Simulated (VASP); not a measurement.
A VASP calculation is set up with these files.

POSCAR:
```
AgPd
1
    2.8140800000     0.0000000000     0.0000000000
   -1.4070400000     2.4370650000     0.0000000000
    0.0000000000     0.0000000000     4.6789900000
Ag Pd
1 1
Direct
  0.0000000000   0.0000000000   0.5000000000
  0.6666670000   0.3333330000   0.0000000000
```

### INCAR
```
! general
SYSTEM =AgPd
PREC   =Accurate
ENCUT  =400
LREAL  =.FALSE.   ! projection in real space or not
LASPH  =.TRUE.   ! aspherical one-centre terms

! electronic loop
EDIFF  =1E-6
NELM   =100
ALGO   =Normal   ! blocked Davidson
LMAXMIX=4   ! l cut-off of mixed one-centre charges

! smearing
ISMEAR =1   ! Methfessel-Paxton
SIGMA  =0.1   ! width (eV)

! ions
IBRION =2   ! conjugate gradients
NSW    =60
ISIF   =3   ! ions, shape and volume
EDIFFG =-0.01   ! ionic stop

! output
LWAVE  =.FALSE.
LCHARG =.FALSE.
```

### KPOINTS
```
Regular mesh
0
G
  13 13 7
0 0 0
```

POTCAR, in this order: Ag Pd (LDA.64 set). Program: vasp_std.

### Question
Write an equivalent input for Quantum ESPRESSO's pw.x.

### Answer
One equivalent input (not run):
```
&CONTROL
  calculation = 'vc-relax'
  pseudo_dir = './pseudo'
  outdir = './out'
  tprnfor = .true.
  tstress = .true.
  nstep = 60
  forc_conv_thr = 0.00039
/
&SYSTEM
  ibrav = 0
  nat = 2
  ntyp = 2
  ecutwfc = 86
  occupations = 'smearing'
  smearing = 'methfessel-paxton'
  degauss = 0.00735
  input_dft = 'pz'
/
&ELECTRONS
  conv_thr = 7.3e-08
  electron_maxstep = 100
/
&IONS
/
&CELL
/
ATOMIC_SPECIES
  Ag 107.868 Ag.upf
  Pd 106.420 Pd.upf
CELL_PARAMETERS angstrom
     2.8140800    0.0000000    0.0000000
    -1.4070400    2.4370650    0.0000000
     0.0000000    0.0000000    4.6789900
ATOMIC_POSITIONS crystal
  Ag   0.0000000  0.0000000  0.5000000
  Pd   0.6666670  0.3333330  0.0000000
K_POINTS automatic
  13 13 7 0 0 0
```
The two are equivalent in intent, not identical: the potentials are each code's own (VASP's PAW set, PseudoDojo norm-conserving files in pw.x), so ENCUT and ecutwfc are chosen apart and not converted; conv_thr bounds pw.x's estimated SCF error, while EDIFF bounds the energy change between steps; forc_conv_thr acts on force components and is met together with etot_conv_thr.

The structure comes from a computed database's AgPd entry (P-6m2); how it stands against other phases isn't given here. This run relaxes it. Symmetry was kept, so distortions that lower it aren't found.
